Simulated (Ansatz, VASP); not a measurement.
**Cross-check of C127N (substitutional N in diamond) between VASP and Ansatz**

Aim: how closely do two programs agree when they are given the same cell, functional and k mesh? The cell is taken from a series of runs on this material, whose earlier steps may have relaxed, scaled, displaced or heated it; both programs get it as it stands.

Program: Ansatz 0.2.0. Level of theory: plane waves, with VASP 6.6.1 beside it; single point at HSE06. Results are calculated unless marked as measured.

### Step 1. Starting point

The cell holds 128 atoms: 127 C and 1 N. Cell: a = 10.102 Å, b = 10.102 Å, c = 10.102 Å, α = 60.0°, β = 60.0°, γ = 60.0°. It derives from C (C (Fd-3m)). Nearest the centre at fractional (0.438, 0.438, 0.438): N128 at 0.00 Å, C74 at 1.56 Å, C44 at 1.56 Å, C50 at 1.56 Å, C43 at 1.56 Å, C67 at 2.52 Å, C73 at 2.52 Å, C36 at 2.52 Å. The cell carries charge +1.

### Step 2. Ansatz: single point, HSE06

Ansatz runs on its default PAW (the set named soft_2) files.

With cell and atoms fixed, the geometry can't cause a difference; cores, projectors, grids and the points listed under the comparison can.

The input, input.yaml:

```yaml
crystal:
  lattice:
    - [0.0, 7.14316351, 7.14316351]
    - [7.14316351, 0.0, 7.14316351]
    - [7.14316351, 7.14316351, 0.0]
  atoms:
    - { symbol: C, position: [0.124844467, 0.125037555, 0.125025733] }
    - { symbol: C, position: [0.187403844, 0.187560741, 0.187552892] }
    - { symbol: C, position: [0.124830277, 0.125025389, 0.374918522] }
    - { symbol: C, position: [0.187341291, 0.187510303, 0.437645044] }
    - { symbol: C, position: [0.124757568, 0.124959798, 0.625038754] }
    - { symbol: C, position: [0.187257716, 0.187457878, 0.687702917] }
    - { symbol: C, position: [0.124764752, 0.124962139, 0.875091017] }
    - { symbol: C, position: [0.187367999, 0.187542731, 0.937558628] }
    - { symbol: C, position: [0.124828876, 0.374926284, 0.125022775] }
    - { symbol: C, position: [0.187339639, 0.437654953, 0.187502391] }
    - { symbol: C, position: [0.125008921, 0.374761434, 0.374747763] }
    - { symbol: C, position: [0.187019743, 0.438041609, 0.438029509] }
    - { symbol: C, position: [0.12466185, 0.374801584, 0.625194834] }
    - { symbol: C, position: [0.187079484, 0.438065623, 0.686970373] }
    - { symbol: C, position: [0.125063941, 0.374803712, 0.875222922] }
    - { symbol: C, position: [0.187359466, 0.437670483, 0.937559137] }
    - { symbol: C, position: [0.124760937, 0.62505041, 0.124947132] }
    - { symbol: C, position: [0.187259931, 0.687710128, 0.187445803] }
    - { symbol: C, position: [0.124666183, 0.625201371, 0.37479023] }
    - { symbol: C, position: [0.187077508, 0.686978822, 0.438053308] }
    - { symbol: C, position: [0.124661257, 0.625236801, 0.625225843] }
    - { symbol: C, position: [0.187271878, 0.6877387, 0.687722908] }
    - { symbol: C, position: [0.124769056, 0.625069254, 0.875107818] }
    - { symbol: C, position: [0.187368965, 0.687659631, 0.937562277] }
    - { symbol: C, position: [0.124768667, 0.875095671, 0.124956075] }
    - { symbol: C, position: [0.187367768, 0.937568215, 0.187533837] }
    - { symbol: C, position: [0.125065955, 0.875229037, 0.374795077] }
    - { symbol: C, position: [0.187361356, 0.937567466, 0.437661556] }
    - { symbol: C, position: [0.124767678, 0.875117299, 0.625059406] }
    - { symbol: C, position: [0.187369603, 0.93757226, 0.687650675] }
[... 13 lines left out ...]
    - { symbol: "N", position: [0.437304614, 0.437521984, 0.437525572] }
[... 78 lines left out ...]
    - { symbol: C, position: [0.874855989, 0.875058481, 0.374934253] }
    - { symbol: C, position: [0.93727149, 0.937445595, 0.437711344] }
    - { symbol: C, position: [0.874854056, 0.875058227, 0.625057454] }
    - { symbol: C, position: [0.937385685, 0.937570968, 0.687643142] }
    - { symbol: C, position: [0.874859317, 0.875043669, 0.875032797] }
    - { symbol: C, position: [0.93739142, 0.937596192, 0.937582596] }
  host:
    repeats: [4, 4, 4]
    atoms:
      - { symbol: C, position: [0.5, 0.5, 0.5] }
      - { symbol: C, position: [0.75, 0.75, 0.75] }
total_charge: 1
basis:
  ecutwfc: 420
  xc_grid: 2
hamiltonian:
  xc: hse06
kpoints:
  mp_grid: { grid: [1, 1, 1] }
scf:
  occupations: { method: fermi_dirac, width: 0.01 }
  max_iter: 120
output:
  forces: true
  charged_corrections:
    epsilon: 5.85
    static_epsilon: 5.85
    defect_position: [0.4375, 0.4375, 0.4375]
  eigenvalues: true
checkpoint:
  read: "../relax0.run"
  write: "../point0.run"
  compress: false
  write_wavefunctions: true
  write_every: 100000
```

Started as:

```sh
ansatz run input.yaml --threads 4 --pin off --max-ram 7536MiB --backend cpu --events-out ev --progress --plain --runs-dir out
```

Output:

```text
Warning: the atoms were moved onto the symmetric positions of the space group found under crystal.symmetry.tolerance 1.0e-5 (fractional; no operation is sought that the atoms, as they stand in a round, miss by more than twice it, and no atom is moved by as much as it), and the run uses the moved positions. Before a round's move an operation carried an atom to 1.31e-4 Å from where it should land, the largest such dist [...]
[...]
atom  42  C     -0.04339416    -0.05341077    -0.05172815
  atom  43  C      0.14127203     0.14218817     0.14218817
  atom  44  N      0.01054176     0.01664053     0.01664053
  atom  45  C     -0.08445615    -0.08237337     0.09937588
  atom  46  C     -0.02025465    -0.02801686    -0.04130147
  atom  47  C      0.03399871     0.03464184     0.06320226
  atom  48  C     -0.03987925    -0.03982701    -0.06220044
  atom  49  C      0.03672430     0.05257964     0.04864894
  atom  50  C     -0.03745178    -0.04905573    -0.03108518
  atom  51  C     -0.08445615     0.09937588    -0.08237337
  atom  52  C     -0.02025465    -0.04130147    -0.02801686
  atom  53  C      0.01658779     0.03859665     0.03859665
  atom  54  C     -0.03749779    -0.04422292    -0.04422292
  atom  55  C      0.03639739     0.04114392     0.04539964
  atom  56  C     -0.03741460    -0.03900854    -0.04507532
  atom  57  C      0.03215011     0.04072022     0.03371726
  atom  58  C     -0.03451799    -0.04202147    -0.03538148
  atom  59  C      0.03399871     0.06320226     0.03464184
  atom  60  C     -0.03987925    -0.06220044    -0.03982701
  atom  61  C      0.03639739     0.04539964     0.04114392
  atom  62  C     -0.03741460    -0.04507532    -0.03900854
  atom  63  C      0.03519020     0.03918063     0.03918063
  atom  64  C     -0.03846912    -0.03631335    -0.03631335
  atom  65  C      0.04109376     0.04149522     0.04149522
[...]
atom 121  C      0.03914432     0.03887105     0.03796843
  atom 122  C     -0.03590310    -0.04121578    -0.03980469
  atom 123  C      0.03396382     0.04259105     0.03836204
  atom 124  C     -0.03072092    -0.04192892    -0.03787294
  atom 125  C      0.03414994     0.04036687     0.03859061
  atom 126  C     -0.03572315    -0.03934921    -0.03764116
  atom 127  C      0.03925938     0.03716809     0.03716809
  atom 128  C     -0.03998863    -0.03711894    -0.03711894
  max |Σ_I F_I| component: 3.55e-5 eV/Å
--- Charged-cell corrections in eV (Makov–Payne, q = +1.000 e, ε = 5.850) ---
  F (periodic)     = -32249.637414  (uncorrected; the corrections below are reported, never added to it)
  E_corr1          = +0.394977  (monopole, q²α_M/2εL)
  F Makov-Payne    = -32249.242437  (F + E_corr1; no measured alignment; for a localised charge, not one spread in a band: unchecked)
  no potential alignment in this run, which stands beside a crystal: run the host's input off ansatz write-host-input, and read the two finished runs by ansatz place-levels (neither reads a slab, a wire or a sheet, whose cell leaves a vacuum)
--- Band table (eV) ---
  k-point 0: bands = ["-11.4236", "-10.3157", "-9.0190", "-9.0177", "-9.0176", "-8.9153", "-8.9151", "-8.9151", "-8.8809", "-8.4631", "-8.3378", "-8.3374", "-8.3373", "-8.3100", "-8.3099", "-7.1132", "-6.0895", "-6.0875", "-6.0875", "-5.9916", "-5.9913", "-5.9912", "-5.9647", "-5.9646", "-5.9637", "-5.9441", "-5.9441", "-5.2330", "-4.7139", "-4.7085", "-4.7081", "-4.4783", "-4.4483", "-4.4467", "-4.4465", "-4.3552",  [...]
```

### Step 3. VASP: single point, HSE06

The same cell, functional, mesh and smearing now go to VASP, with its own data sets.

Lines of VASP's logs that name or quote its potential files are left out, and so is its time.

The run reads the wave functions of an earlier VASP run, which isn't shown here.

The input, INCAR:

```
SYSTEM = C127N
PREC = Accurate
ENCUT = 520
EDIFF = 1E-06
NELM = 100
ISMEAR = -1
SIGMA = 0.01
LREAL = Auto
ALGO = Normal
LHFCALC = .TRUE.
AEXX = 0.25
GGA = PE
HFSCREEN = 0.208
LASPH = .TRUE.
NELECT = 512
NBANDS = 345
PRECFOCK = Fast
LORBIT = 11
LWAVE = .FALSE.
LCHARG = .FALSE.
ISIF = 2
```

The input, POSCAR:

```
C127N
1.0
    0.0000000000      7.1431635100      7.1431635100
    7.1431635100      0.0000000000      7.1431635100
    7.1431635100      7.1431635100      0.0000000000
C N
127 1
Direct
    0.1248444671      0.1250375547      0.1250257328
    0.1874038439      0.1875607406      0.1875528917
[... 3 atom lines left out ...]
    0.1872577157      0.1874578778      0.6877029170
[... 5 atom lines left out ...]
    0.1870197431      0.4380416091      0.4380295086
    0.1246618504      0.3748015840      0.6251948342
    0.1870794838      0.4380656226      0.6869703728
    0.1250639406      0.3748037116      0.8752229217
[... 2 atom lines left out ...]
    0.1872599306      0.6877101285      0.1874458031
    0.1246661827      0.6252013707      0.3747902296
    0.1870775081      0.6869788218      0.4380533080
    0.1246612572      0.6252368008      0.6252258429
    0.1872718783      0.6877387002      0.6877229079
[... 4 atom lines left out ...]
    0.1250659554      0.8752290375      0.3747950771
[... 7 atom lines left out ...]
    0.3745645219      0.1252245014      0.3747384126
    0.4378743316      0.1872047980      0.4380228758
    0.3745824400      0.1248840811      0.6251897867
    0.4378875295      0.1872677897      0.6869638568
    0.3746181333      0.1252622171      0.8752085456
[... 2 atom lines left out ...]
    0.4378755407      0.4380407866      0.1871874439
    0.3741391169      0.3743330786      0.3743119711
    0.3742690659      0.3744716438      0.6268720135
    0.4379099937      0.4380945381      0.6869551282
    0.3745897661      0.3747774791      0.8752278410
[... 1 atom line left out ...]
    0.3745879320      0.6251998174      0.1248747652
    0.4378843422      0.6869716466      0.1872667886
    0.3742724704      0.6268722386      0.3744619727
    0.4379206950      0.6869675771      0.4380757521
    0.3746162832      0.6252593226      0.6252487785
[... 3 atom lines left out ...]
    0.3746155883      0.8752135633      0.1252652813
[... 1 atom line left out ...]
    0.3745941853      0.8752360018      0.3747657664
[... 6 atom lines left out ...]
    0.6875479732      0.1874366982      0.1874266197
    0.6250007013      0.1248764061      0.3747765318
    0.6867969918      0.1872763813      0.4380464075
    0.6250344078      0.1248684141      0.6252237380
    0.6875629100      0.1874655755      0.6877236637
[... 2 atom lines left out ...]
    0.6250014268      0.3747913374      0.1248634447
    0.6867894888      0.4380610142      0.1872667908
    0.6266523498      0.3744792320      0.3744677908
    0.6867919905      0.4380844260      0.4380755087
    0.6250519666      0.3748235871      0.6252542424
[... 3 atom lines left out ...]
    0.6250348013      0.6252365788      0.1248598719
    0.6875680696      0.6877348816      0.1874510344
    0.6250579012      0.6252582366      0.3748137202
[... 15 atom lines left out ...]
    0.8750143990      0.1252744202      0.3747960757
[... 5 atom lines left out ...]
    0.8750114430      0.3748072243      0.1252656775
[... 1 atom line left out ...]
    0.8750265273      0.3747822836      0.3747790381
[... 21 atom lines left out ...]
    0.4373046142      0.4375219845      0.4375255719
```

The input, KPOINTS:

```
Automatic mesh
0
Gamma
1 1 1
0 0 0
```

PAW data sets: C and N (PBE family, release 64).

Started as:

```sh
export OMP_NUM_THREADS=3
mpirun -np 1 vasp_gam
```

Output:

```text
[banner, memory and clock lines left out]
running    1 mpi-ranks, on    1 nodes
[...]
Offloading initialized ...    1 GPUs detected
[...]
LDA part: xc-table for (Slater+PW92), standard interpolation
 found WAVECAR, reading the header
 POSCAR, INCAR and KPOINTS ok, starting setup
[...]
reading WAVECAR
 the WAVECAR file was read successfully
 initial charge from wavefunction
 entering main loop
       N       E                     dE             d eps       ncg     rms          rms(c)
DAV:   1    -0.134801196888E+04   -0.13480E+04   -0.17158E+01   716   0.778E+00    0.592E+00
DAV:   2    -0.134806402133E+04   -0.52052E-01   -0.28831E-01   796   0.930E-01    0.354E+00
DAV:   3    -0.134802623536E+04    0.37786E-01   -0.24992E-02   780   0.289E-01    0.193E+00
DAV:   4    -0.134801544044E+04    0.10795E-01   -0.87767E-03   803   0.172E-01    0.102E+00
[...]
DAV:   9    -0.134801139256E+04    0.19407E-04   -0.83702E-06   796   0.611E-03    0.478E-02
DAV:  10    -0.134801138755E+04    0.50139E-05   -0.22564E-06   484   0.336E-03    0.268E-02
DAV:  11    -0.134801138671E+04    0.84157E-06   -0.87651E-07   379   0.225E-03
   1 F= -.13480114E+04 E0= -.13480114E+04  d E =-.683322E-12
```

From OUTCAR (step 3):

```text
  FREE ENERGIE OF THE ION-ELECTRON SYSTEM (eV)
  ---------------------------------------------------
  free  energy   TOTEN  =     -1348.0113867082 eV

  energy  without entropy=    -1348.0113867082  energy(sigma->0) =    -1348.01138671
```

The run ends at a pressure of -11.62 GPa, with forces up to 0.25 eV/Å.

### Step 4. Side by side

Known differences besides the potentials themselves: exact exchange at q = 0 is treated differently, which shows on coarse meshes; VASP keeps PBE cores, Ansatz makes them for the functional; the cutoff is 420 eV in Ansatz and 520 eV in VASP (PREC = Accurate, projectors in real space); VASP takes a coarser grid for exact exchange (PRECFOCK = Fast). Total energies have different zeros and are not compared.

Both answers:

| quantity | Ansatz | VASP | difference |
| --- | --- | --- | --- |
| gap on the k mesh (eV) | 4.800 | 4.814 | -0.014 |

Forces on 10 of the 128 atoms, those with the largest forces and the largest differences (eV/Å; atoms numbered as in POSCAR):

```
atom          Ansatz x, y, z            VASP x, y, z
 C11     0.059, 0.060, 0.060     0.083, 0.064, 0.062
 C15     0.028, 0.033, 0.045     0.033, 0.005, 0.049
 C35     0.053, 0.066, 0.055     0.061, 0.080, 0.055
 C41     0.053, 0.055, 0.066     0.063, 0.054, 0.078
 C43     0.141, 0.142, 0.142     0.152, 0.145, 0.141
 C44   -0.084, -0.082, 0.099   -0.086, -0.094, 0.102
 C50   -0.084, 0.099, -0.082   -0.083, 0.102, -0.093
 C59  -0.040, -0.062, -0.040  -0.043, -0.090, -0.044
 C65  -0.033, -0.044, -0.044  -0.004, -0.047, -0.046
 C74   0.094, -0.079, -0.079   0.108, -0.091, -0.092
```

The forces differ by 11 meV/Å r.m.s., which is 21.3 % of the r.m.s. force of 0.050 eV/Å (both taken over all components). A gap on the mesh is an upper bound, since the band edges may lie between its points. The cell carries a charge of +1 e against a uniform background, so its pressure also hangs on how the neutralising background is counted, and in a defect's cell a gap may be the spacing between its levels.

### Step 5. What came out

```
r.m.s. force difference (single point, HSE06) : 11 meV/Å
```

What this shows: The r.m.s. force difference is 11 meV/Å (single point, HSE06), within the 12 meV/Å picked in this series as the mark of a large difference. Such differences can come from data sets, numerical settings and the points named under the comparisons, not from the functional's error against experiment.

[Lines on the potential files, build, host, timing and source positions are cut from VASP's logs without a mark.]

[Logs are printed without paths, hosts, clocks, repeated set-up lines and the standing remarks that a program may print on its own settings, such as how far it seeks lower states.]

[Hosts, paths, dates, database ids (printed as entryN), source tags and the programs' standing remarks are cut or masked in the printed files.]
